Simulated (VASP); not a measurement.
OSZICAR of a VASP run on Mo (bcc):

File OSZICAR:
```
       N       E                     dE             d eps       ncg     rms          rms(c)
DAV:   1     0.914087778443E+02    0.91409E+02   -0.82425E+03  3214   0.131E+03
DAV:   2    -0.102203044324E+02   -0.10163E+03   -0.98149E+02  3484   0.346E+02
DAV:   3    -0.115053400894E+02   -0.12850E+01   -0.12749E+01  3677   0.389E+01
DAV:   4    -0.115090220807E+02   -0.36820E-02   -0.36817E-02  3523   0.231E+00
DAV:   5    -0.115090393294E+02   -0.17249E-04   -0.17248E-04  3709   0.161E-01    0.163E+01
DAV:   6    -0.109766765235E+02    0.53236E+00   -0.92020E-01  3436   0.118E+01    0.486E+00
DAV:   7    -0.108999703975E+02    0.76706E-01   -0.20100E-01  3693   0.519E+00    0.842E-01
DAV:   8    -0.108962251897E+02    0.37452E-02   -0.37902E-03  3316   0.887E-01    0.184E-01
DAV:   9    -0.108962859244E+02   -0.60735E-04   -0.73018E-05  3810   0.118E-01    0.865E-02
DAV:  10    -0.108962937670E+02   -0.78425E-05   -0.10585E-05  3391   0.436E-02    0.750E-03
DAV:  11    -0.108962941724E+02   -0.40543E-06   -0.11135E-07  2654   0.376E-03    0.162E-03
DAV:  12    -0.108962940723E+02    0.10010E-06   -0.11515E-08  1844   0.160E-03    0.954E-05
DAV:  13    -0.108962940821E+02   -0.98444E-08   -0.12590E-09  1754   0.520E-04
   1 F= -.11645129E+02 E0= -.11645247E+02  d E =0.353868E-03
```

Task: Which electronic solver shows in the log?

Result: It is blocked Davidson (ALGO = Normal, or the opening steps of other solvers). The INCAR had ALGO = Normal.

Task: Can the final energy be trusted as converged?

Result: The run converged. It stopped with EDIFF = 1E-7, NELM = 100 (PBE GGA with D3 dispersion (Becke-Johnson damping), plane waves, VASP's PBE PAW potentials (set 64)).

The compound is Mo in the bcc structure. This cell is one point of a volume scan, at 0.97 of the reference volume.
